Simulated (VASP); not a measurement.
Computed with PBEsol GGA, VASP's PBE PAW potentials (set 64) (plane waves; VASP).

VASP ran on this input.

File POSCAR:
```
Pb
3.959320
 -0.5000000000   0.5000000000   0.5000000000
  0.5000000000  -0.5000000000   0.5000000000
  0.5000000000   0.5000000000  -0.5000000000
Pb
1
Cartesian
  0.0000000000   0.0000000000   0.0000000000
```

INCAR:
```
SYSTEM  =  Pb
PREC  =  Accurate; ENCUT  =  300; LREAL  =  .FALSE.
LASPH  =  .TRUE.
EDIFF  =  1E-6; NELM  =  100; ALGO  =  Normal
LMAXMIX  =  4
ISMEAR  =  -1; SIGMA  =  0.1
GGA  =  PS
ISIF  =  2
LWAVE  =  .FALSE.; LCHARG  =  .FALSE.
```

File KPOINTS:
```
kpoints
0
gamma
15 15 15
```

POTCAR, in this order: Pb_d (PBE.64 set). Program: vasp_std.

What VASP printed:

**OSZICAR**
```
       N       E                     dE             d eps       ncg     rms          rms(c)
DAV:   1     0.828757833597E+02    0.82876E+02   -0.55685E+03  2756   0.996E+02
DAV:   2    -0.548023838833E+00   -0.83424E+02   -0.81788E+02  2682   0.273E+02
DAV:   3    -0.391484257932E+01   -0.33668E+01   -0.33513E+01  3125   0.650E+01
DAV:   4    -0.397812261044E+01   -0.63280E-01   -0.63269E-01  3259   0.966E+00
DAV:   5    -0.398060209192E+01   -0.24795E-02   -0.24794E-02  3306   0.166E+00    0.560E-01
DAV:   6    -0.396781452246E+01    0.12788E-01   -0.17060E-02  3162   0.240E+00    0.283E-01
DAV:   7    -0.396421794685E+01    0.35966E-02   -0.77738E-03  3126   0.148E+00    0.926E-02
DAV:   8    -0.396398719572E+01    0.23075E-03   -0.35098E-04  3125   0.380E-01    0.913E-03
DAV:   9    -0.396398680240E+01    0.39332E-06   -0.85519E-06  3483   0.509E-02
   1 F= -.39639868E+01 E0= -.39537426E+01  d E =-.204883E-01
```

**OUTCAR**
```
------------------------ aborting loop because EDIFF is reached ----------------------------------------
  FORCE on cell =-STRESS in cart. coord.  units (eV):
  Direction    XX          YY          ZZ          XY          YZ          ZX
  --------------------------------------------------------------------------------------
  Total       -0.3961024     -0.3961024     -0.3961024     -0.0000000     -0.0000000     -0.0000000
  in kB      -20.4496689    -20.4496689    -20.4496689     -0.0000000     -0.0000000     -0.0000000
  external PRESSURE =     -20.4496689 kB  Pullay stress =       0.0000000 kB
  volume of cell :       31.03
      direct lattice vectors                 reciprocal lattice vectors
    -1.979660000  1.979660000  1.979660000     0.000000000  0.252568623  0.252568623
     1.979660000 -1.979660000  1.979660000     0.252568623  0.000000000  0.252568623
     1.979660000  1.979660000 -1.979660000     0.252568623  0.252568623  0.000000000
 POSITION                                       TOTAL-FORCE (eV/Angst)
 -----------------------------------------------------------------------------------
      0.00000      0.00000      0.00000         0.000000     -0.000000      0.000000
 -----------------------------------------------------------------------------------
    total drift:                                0.000000     -0.000000      0.000000
  FREE ENERGIE OF THE ION-ELECTRON SYSTEM (eV)
  ---------------------------------------------------
  free  energy   TOTEN  =        -3.9639868024 eV

  energy  without entropy=       -3.9434984701  energy(sigma->0) =       -3.95374264
```
(Selected blocks of OUTCAR.)

At this cut-off the stress carries a Pulay error, which pulls relaxed volumes low.

The structure comes from a computed database's Pb entry (Im-3m); how it stands against other phases isn't given here. The cell was not relaxed at this level.
